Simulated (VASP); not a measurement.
**Pt (fcc): computed properties**

These are LDA (Ceperley-Alder, Perdew-Zunger), VASP's LDA PAW potentials (set 64) (plane waves; VASP) values and carry that method's errors.

```json
{
 "space_group": "Fm-3m (225)",
 "cell": "a = b = c = 3.8962 Å, α = β = γ = 90.00°",
 "volume_per_atom": "14.79 Å^3/atom",
 "band gap (over mesh and band path)": "none (metal, semimetal or under 0.01 eV)",
 "density": "21.91 g/cm³"
}
```

```yaml
crystal:
  lattice:
    - [0.00000, 1.94812, 1.94812]
    - [1.94812, 0.00000, 1.94812]
    - [1.94812, 1.94812, 0.00000]
  atoms:
    - { symbol: Pt, position: [0.00000, 0.00000, 0.00000] }
```

Measured: a 3.913 Å at 0 K (computed value off by -0.4 %), as given by Daniel Mejia-Rodriguez et al., Physical Review B (2018), arXiv:1807.09216 [static lattice: zero-point anharmonic expansion removed]. Unless said otherwise, spin-orbit coupling is left out, though it shifts the bands of the heavy elements here.

The compound is Pt in the fcc structure. It was relaxed first. Symmetry was kept, so distortions that lower it aren't found.
